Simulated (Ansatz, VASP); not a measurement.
# MoS2 in two plane-wave programs, part 3 of 3

Aim: how closely do two programs agree when they are given the same cell, functional and k mesh? The cell is taken from a series of runs on this material, whose earlier steps may have relaxed, scaled, displaced or heated it; both programs get it as it stands.

VASP 6.6.1 and Ansatz 0.2.0.

So far: Starting point; Ansatz: zone-centre phonons, PBEsol, pair 1; VASP: zone-centre phonons, PBEsol, pair 1; Differences.

### Step 5. VASP: zone-centre phonons, PBEsol, pair 2

Level of this step: PBEsol, no spin polarisation; plane waves and PAW (Mo_sv, S) (VASP).

Second derivatives magnify differences that forces hide, and they need a tight electronic threshold.

File INCAR:

```
SYSTEM = MoS2
PREC = Accurate
ENCUT = 500
EDIFF = 1E-08
NELM = 120
ISMEAR = 1
SIGMA = 0.2
LREAL = .FALSE.
ALGO = Normal
GGA = PS
NBANDS = 19
LASPH = .TRUE.
LORBIT = 11
LWAVE = .FALSE.
LCHARG = .FALSE.
ISIF = 2
IBRION = 8
GGA_COMPAT = .FALSE.
NELMDL = -8
KPAR = 2
```

File POSCAR:

```
MoS2
1.0
    3.2054007807      0.0000000000      0.0000000000
   -1.6027003904      2.6951053451      0.0000000000
    0.0000000000      0.0000000000     29.5040000000
Mo S
1 2
Direct
    0.0000000000      0.0000000000      0.3389370933
    0.3367845470      0.6735690941      0.3924753553
    0.6632154529      0.3264309059      0.2853988313
```

File KPOINTS:

```
Automatic mesh
0
Gamma
15 15 1
0 0 0
```

Potentials, in the order of the species: Mo_sv and S (PBE family, release 64).

On the command line:

```
mpirun -np 2 vasp_std
```

Numbers of over 12 decimals in the logs are rounded to 6 here.

What it wrote:

```text
[banner, memory and clock lines left out]
running    2 mpi-ranks, on    1 nodes
[...]
[... a notice as in an earlier step ...]

 LDA part: xc-table for (Slater+PW92), standard interpolation
 POSCAR, INCAR and KPOINTS ok, starting setup
[...]
entering main loop
       N       E                     dE             d eps       ncg     rms          rms(c)
DAV:   1     0.147503547033E+03    0.14750E+03   -0.12739E+04  3432   0.100E+03
DAV:   2    -0.113300785304E+02   -0.15883E+03   -0.15594E+03  3451   0.215E+02
DAV:   3    -0.239600565096E+02   -0.12630E+02   -0.12516E+02  3290   0.562E+01
DAV:   4    -0.241303909913E+02   -0.17033E+00   -0.16924E+00  3300   0.712E+00
[...]
DAV:  28    -0.225477140303E+02   -0.11648E-06   -0.29776E-10  1937   0.107E-04    0.489E-05
DAV:  29    -0.225477140446E+02   -0.14355E-07    0.59075E-10  1781   0.478E-05    0.121E-05
DAV:  30    -0.225477140483E+02   -0.36785E-08    0.64174E-10  1548   0.229E-05
   1 F= -.22547714E+02 E0= -.22546905E+02  d E =-.242684E-02
[...]
RMM:  13    -0.911797671817E-01   -0.34449E-07    0.43093E-08  4458   0.200E-05    0.232E-06
RMM:  14    -0.911797560859E-01    0.11096E-07    0.45322E-08  4042   0.155E-05    0.147E-06
RMM:  15    -0.911797500114E-01    0.60745E-08    0.25503E-08  4301   0.186E-05    0.913E-07
 first order change of Fermi-energy  -0.59103E-01
 force on displaced ion       2 direction 2 :   0.000  -6.023  -0.248
 Linear response progress:
  Degree of freedom:   6/  6
       N       E                     dE             d eps       ncg     rms          rms(c)
RMM:   1    -0.175039057746E+00   -0.17504E+00   -0.12479E-01  6110   0.187E+00
RMM:   2    -0.157454904915E+00    0.17584E-01   -0.14879E-02  4051   0.621E-01    0.352E-01
RMM:   3    -0.157645307588E+00   -0.19040E-03   -0.95801E-04  3911   0.174E-01    0.246E-01
RMM:   4    -0.158057777368E+00   -0.41247E-03   -0.65968E-04  3785   0.147E-01    0.846E-02
[...]
RMM:  21    -0.157843905381E+00   -0.86498E-09    0.52846E-07  3321   0.165E-05    0.264E-07
RMM:  22    -0.157843906265E+00   -0.88355E-09    0.56107E-07  3264   0.165E-05    0.100E-07
RMM:  23    -0.157843906361E+00   -0.95950E-10    0.53569E-07  3213   0.164E-05    0.586E-08
 first order change of Fermi-energy  -0.44128E+00
 force on displaced ion       2 direction 3 :   0.000  -0.279 -13.276
 Linear response finished
```

From OUTCAR (step 5):

```text
  Total       -1.4315719      0.2416737     -0.0109993     -0.0000000     -0.0012766      0.0000000
  in kB       -8.9988033      1.5191514     -0.0691412     -0.0000000     -0.0080246      0.0000000
  external PRESSURE =      -2.5162643 kB  Pullay stress =       0.0000000 kB

 POSITION                                       TOTAL-FORCE (eV/Angst)
 -----------------------------------------------------------------------------------
      0.00000      0.00000     10.00000         0.000000      0.000000      0.000000
     -0.00000      1.81534     11.57959         0.000000     -0.000418      0.003689
      1.60270      0.87977      8.42041        -0.000000      0.000418     -0.003689
 -----------------------------------------------------------------------------------
    total drift:                                0.000000     -0.000000      0.000019

[... 1 part as in an earlier step ...]

[... 1 further part left out ...]
```

### Step 6. Ansatz: zone-centre phonons, PBEsol, pair 2

The same cell, functional, mesh and smearing now go to Ansatz, which takes its cutoff from its data sets.

The cell is taken from a series of runs on this material, whose earlier steps may have relaxed, scaled, displaced or heated it; both programs get it as it stands.

File input.yaml:

```yaml
crystal:
  lattice:
    - [3.2054007807, 0.0, 0.0]
    - [-1.6027003904, 2.6951053451, 0.0]
    - [0.0, 0.0, 29.504]
  atoms:
    - { symbol: Mo, position: [0.0, 0.0, 0.3389370933] }
    - { symbol: S, position: [0.3367845471, 0.6735690941, 0.3924753553] }
    - { symbol: S, position: [0.6632154529, 0.3264309059, 0.2853988313] }
  periodic: [true, true, false]
kpoints:
  mp_grid: { grid: [15, 15, 1] }
hamiltonian:
  xc: pbesol
  pseudopotentials: { kind: paw, azcp: { folder: soft_1 }, xc_functional: pbe }
scf:
  occupations: { method: methfessel_paxton, width: 0.2 }
output:
  eigenvalues: true
phonons:
  method: dfpt
```

On the command line:

```
ansatz run input.yaml --threads 4 --pin off --max-ram 16384MiB --backend cpu --events-out ev --progress --plain --runs-dir out
```

What it wrote:

```text
[...]
Crystal: 3 atoms, lattice volume = 254.882 Å³
Basis set: ecut = 420 eV, 4971 PW (Γ), exchange–correlation on 48×48×400 points (8 copies of the dense FFT grid, shifted against one another)
Bands: 17, of which v1, the nominal top of the filled ones, is band 13 counted from 1 (12 counted from 0)
Symmetry: 4 space group operations
[...]
k-point 2: bands = [... 9 lower, -7.6400, -7.2004, -6.9192, -6.0910, -4.9256, -4.7336, -2.5219, -1.9921]
  k-point 63: bands = [... 9 lower, -9.3608, -9.0636, -7.9793, -5.4241, -4.8735, -3.5811, -2.8891, -1.0878]
[...]
ASR residual: 1.020e-4 → 0.000e0 eV/Å²; symmetrization residual: 1.345e-5 eV/Å²
[...]
ASR residual per site (eV/Å²): 1.02e-4 2.71e-5 2.76e-5
  Γ frequencies (cm⁻¹): 0.00 0.00 0.00 203.16 235.71 259.39 262.09 357.40 402.79
[...]
[key lines of the parts left out:]
SCF converged after 10 iterations
Free energy (F): -6669.298609 eV
Fermi energy:    -5.084986 eV
```

### Step 7. Comparison

Compared:

```
             quantity  Ansatz   VASP  difference
optical mode 1 (cm⁻¹)   203.2  208.0     -2.32 %
optical mode 2 (cm⁻¹)   235.7  235.9     -0.10 %
optical mode 3 (cm⁻¹)   259.4  259.3     +0.02 %
optical mode 4 (cm⁻¹)   262.1  262.0     +0.04 %
optical mode 5 (cm⁻¹)   357.4  357.2     +0.05 %
optical mode 6 (cm⁻¹)   402.8  403.7     -0.22 %
```

Modes are paired by rising frequency, not by their patterns, so a pair may set unlike modes beside each other; they are those without the splitting of longitudinal modes. Where the cell holds vacuum, a pressure given here is an average over it and none of the material.

### Step 8. Summary of results

| Quantity | Value |
| --- | --- |
| r.m.s. difference of the optical zone-centre modes, each program's sorted by frequency (zone-centre phonons, PBEsol, pair 1) | 0.99 cm⁻¹ |
| difference in optical mode 4 (zone-centre phonons, PBEsol, pair 1) | -0.6 % |
| r.m.s. difference of the optical zone-centre modes, each program's sorted by frequency (zone-centre phonons, PBEsol, pair 2) | 2.0 cm⁻¹ |
| difference in optical mode 1 (zone-centre phonons, PBEsol, pair 2) | -2.3 % |

The r.m.s. difference of the optical zone-centre modes, each program's sorted by frequency is 0.99 cm⁻¹ (zone-centre phonons, PBEsol, pair 1). Among the rows given in per cent, the largest difference of the zone-centre phonons, PBEsol, pair 1 pair is in optical mode 4, -0.6 %. Among the rows given in per cent, the largest difference of the zone-centre phonons, PBEsol, pair 2 pair is in optical mode 1, -2.3 %. How closely two codes agree says nothing of how well the functional describes the real material.

[Lines on the potential files, build, host, timing and source positions are cut from VASP's logs without a mark.]

[Logs are printed without paths, hosts, clocks, repeated set-up lines and the standing remarks that a program may print on its own settings, such as how far it seeks lower states.]

[Hosts, paths, dates, database ids (printed as entryN), source tags and the programs' standing remarks are cut or masked in the printed files.]
